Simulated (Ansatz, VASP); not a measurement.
## CdTeO in VASP and in Ansatz

File INCAR:

```
ALGO     = Normal         # electronic algorithm
EDIFF    = 1E-7           # SCF threshold, eV
ENCUT    = 520            # plane-wave cutoff, eV
GGA      = PE             # functional
ISIF     = 2              # what is computed and relaxed
ISMEAR   = 0              # smearing method
LASPH    = T              # aspherical terms in the spheres
LCHARG   = F              # write CHGCAR
LREAL    = F              # projectors in reciprocal space
LWAVE    = F              # write WAVECAR
NBANDS   = 33             # bands
NELM     = 100            # most SCF steps
PREC     = Accurate       # precision mode
SIGMA    = 0.1132         # smearing width, eV
```

File KPOINTS:

```
k-points
0
Gamma
  5 5 3
```

File POSCAR:

```
CdTeO
1.0
    3.7383270000      0.0000000000      0.0000000000
    0.0000000000      3.3339340000      0.0000000000
    0.0000000000      0.0000000000      7.9853770000
Cd O Te
2 2 2
Direct
    0.0000000000      0.5000000000      0.1130000000
    0.5000000000      0.0000000000      0.8870000000
    0.0000000000      0.0000000000      0.9800000000
    0.5000000000      0.5000000000      0.0200000000
    0.0000000000      0.0000000000      0.3360000000
    0.5000000000      0.5000000000      0.6640000000
```

Input for Ansatz:

```yaml
crystal:
  lattice:
    - [3.738327, 0.0, 0.0]
    - [0.0, 3.333934, 0.0]
    - [0.0, 0.0, 7.985377]
  atoms:
    - { symbol: Cd, position: [0.0, 0.5, 0.113] }
    - { symbol: Cd, position: [0.5, 0.0, 0.887] }
    - { symbol: O, position: [0.0, 0.0, 0.98] }
    - { symbol: O, position: [0.5, 0.5, 0.02] }
    - { symbol: Te, position: [0.0, 0.0, 0.336] }
    - { symbol: Te, position: [0.5, 0.5, 0.664] }
  symmetry: { tolerance: 0.0003 }
kpoints:
  mp_grid: { grid: [5, 5, 3], shift: [0, 0, 0] }
magnetization:
  spin_polarized: false
scf:
  occupations: { method: gaussian, width: 0.1132 }
hamiltonian:
  pseudopotentials: { kind: paw }
  xc: pbe
basis:
  ecutwfc: 420
output:
  forces: true
  stress: true
  eigenvalues: true
  write_density: true
  write_potential: true
  elf: true
  volumetric_format: npy
```

The cell was built by a generator and needn't be a form met in nature.

Alike in both runs: task single point; functional PBE; k mesh 5 × 5 × 3; occupations gaussian, width 0.1132 eV; no spin polarisation.

|  | VASP | Ansatz |
| --- | --- | --- |
| version | VASP 6.6.1 | Ansatz 0.2.0 |
| potentials or method | VASP PAW PBE potentials, release 64 (Cd, O, Te) | PAW plane waves |
| plane-wave cutoff (eV) | 520 | 420 |
| valence electrons in the cell | 48 | 84 |

```tsv
	VASP	Ansatz	Ansatz less VASP
gap on the k mesh at the Fermi level (eV)	none	none	-
rms of the force components (eV/Å)	2.208	2.093	-0.1153
```

Atom by atom the forces differ by 0.159 eV/Å (rms over components). A gap of «none» marks a metal or a gap that the smearing closes. The two sets of potentials don't hold the same shells in valence.

Caveats: the k mesh is coarse (spacing up to 0.38 Å⁻¹), so the values aren't converged; forces of over 1 eV/Å show positions far from the minimum, so gaps and moduli don't describe the material at rest. The runs have no spin-orbit coupling, so splittings on Te are missing.
